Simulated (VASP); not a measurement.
Computed with PBE GGA + U (Dudarev), VASP's PBE PAW potentials (set 64) (plane waves; VASP).

The input files of a VASP run:

POSCAR:
```
MnC
1
    1.4663280000    -3.8748250000     0.0000000000
    1.4663280000     3.8748250000     0.0000000000
    0.0000000000     0.0000000000     2.8897240000
C Mn
2 2
Direct
  0.5640000000   0.4360000000   0.2500000000
  0.4360000000   0.5640000000   0.7500000000
  0.8547500000   0.1452500000   0.2500000000
  0.1452500000   0.8547500000   0.7500000000
```

**INCAR**
```
! general
SYSTEM     =  MnC
PREC       =  Accurate
ENCUT      =  520
LREAL      =  .FALSE.
LASPH      =  .TRUE.

! electronic loop
EDIFF      =  1E-6
NELM       =  100
ALGO       =  Normal   ! blocked Davidson
LMAXMIX    =  4   ! l cut-off of mixed one-centre charges

! smearing
ISMEAR     =  0
SIGMA      =  0.05   ! width (eV)

! functional
GGA        =  PE   ! PBE

! spin
ISPIN      =  2   ! spin-polarised
MAGMOM     =  2*0.0 2*4.0

! DFT+U
LDAU       =  .TRUE.
LDAUTYPE   =  2
LDAUL      =  -1 2
LDAUU      =  0 2.0
LDAUJ      =  0 0
LDAUPRINT  =  1

! ions
ISIF       =  2

! output
LWAVE      =  .FALSE.
LCHARG     =  .FALSE.
LORBIT     =  10
```

File KPOINTS:
```
Automatic mesh
0
Gamma
7 7 7
0 0 0
```

POTCAR, in this order: C Mn_pv (PBE.64 set). Program: vasp_std.

The moments were started parallel, and other spin orders were not tried in this run.

**Question.** Predict the energy per atom (σ→0), cell moment, pressure, largest force, band gap (on the k-mesh).

**Answer.** 
- energy per atom (σ→0): -7.545 eV/atom
- cell moment: 5.54 μB
- band gap (on the k-mesh): none (metal, semimetal or under 0.01 eV)
- pressure: 8.63 GPa
- largest force: 0.365 eV/Å

OSZICAR:
```
...
DAV:  10    -0.301802706057E+02    0.23164E-02   -0.26650E-02  7257   0.142E+00    0.620E-01
DAV:  11    -0.301787467086E+02    0.15239E-02   -0.11314E-02  7880   0.724E-01    0.244E-01
DAV:  12    -0.301791348934E+02   -0.38818E-03   -0.11157E-03  6790   0.280E-01    0.986E-02
DAV:  13    -0.301791716734E+02   -0.36780E-04   -0.16146E-04  7832   0.114E-01    0.456E-02
DAV:  14    -0.301791693723E+02    0.23011E-05   -0.26289E-05  6901   0.452E-02    0.213E-02
DAV:  15    -0.301791715071E+02   -0.21348E-05   -0.40547E-06  6621   0.189E-02    0.903E-03
DAV:  16    -0.301791714495E+02    0.57619E-07   -0.97024E-07  3724   0.884E-03
   1 F= -.30179171E+02 E0= -.30178114E+02  d E =-.211427E-02  mag=     5.5403
```

The structure was generated: MnC was put into the CrB type (Cmcm), which need not be its known phase. The cell was not relaxed at this level. The k-mesh is coarse (spacing up to 0.33 per Å, 2π included), so the numbers may not be converged in it. The run is one of a series of settings (LDAU = .TRUE., LDAUJ = 0 0, LDAUL = -1 2, LDAUTYPE = 2, LDAUU = 0 2.0 against the base run), some of them coarse on purpose.
